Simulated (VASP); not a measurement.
Given:

```xyz
4
Lattice="4.8436 0.0000 0.0000 -2.4218 4.1947 0.0000 0.0000 0.0000 7.9078" Properties=species:S:1:pos:R:3 pbc="T T T"
Tl     0.0000     2.7965     7.9006
Tl     2.4218     1.3982     3.9467
Bi     0.0000     2.7965     2.9726
Bi     2.4218     1.3982     6.9265
```

Level of theory: PBEsol GGA, VASP's PBE PAW potentials (set 64) (plane waves; VASP). Settings: 400 eV cut-off, Gaussian smearing of 0.050 eV, potentials Tl_d Bi_d.

**Question.** Give the energies of bands 23 to 32 at the high-symmetry points, in eV from the Fermi level.

**Answer.** 
```json
[
 {"band": "23", "Γ": "-6.32", "M": "-6.79", "K": "-6.54", "A": "-4.94", "L": "-6.56", "H": "-6.68"},
 {"band": "24", "Γ": "-3.37", "M": "-6.10", "K": "-6.54", "A": "-4.94", "L": "-6.56", "H": "-6.68"},
 {"band": "25", "Γ": "-0.96", "M": "-3.02", "K": "-3.24", "A": "-0.47", "L": "-1.72", "H": "-2.71"},
 {"band": "26", "Γ": "-0.92", "M": "-2.06", "K": "-2.19", "A": "-0.47", "L": "-1.72", "H": "-2.71"},
 {"band": "27", "Γ": "-0.92", "M": "-1.64", "K": "-2.19", "A": "-0.47", "L": "-1.57", "H": "-1.28"},
 {"band": "28", "Γ": "0.08", "M": "-0.90", "K": "-1.98", "A": "-0.47", "L": "-1.57", "H": "-1.28"},
 {"band": "29", "Γ": "0.13", "M": "0.56", "K": "2.33", "A": "-0.30", "L": "0.26", "H": "0.78"},
 {"band": "30", "Γ": "0.13", "M": "0.68", "K": "2.48", "A": "-0.30", "L": "0.26", "H": "0.78"},
 {"band": "31", "Γ": "2.80", "M": "3.29", "K": "2.48", "A": "3.50", "L": "2.38", "H": "4.08"},
 {"band": "32", "Γ": "2.80", "M": "3.88", "K": "3.96", "A": "3.50", "L": "2.38", "H": "4.08"}
]
```

It has no gap at this level: it comes out as a metal or semimetal.

The structure was generated: TlBi was put into the wurtzite type (P6_3mc), which need not be its known phase. It was relaxed first.
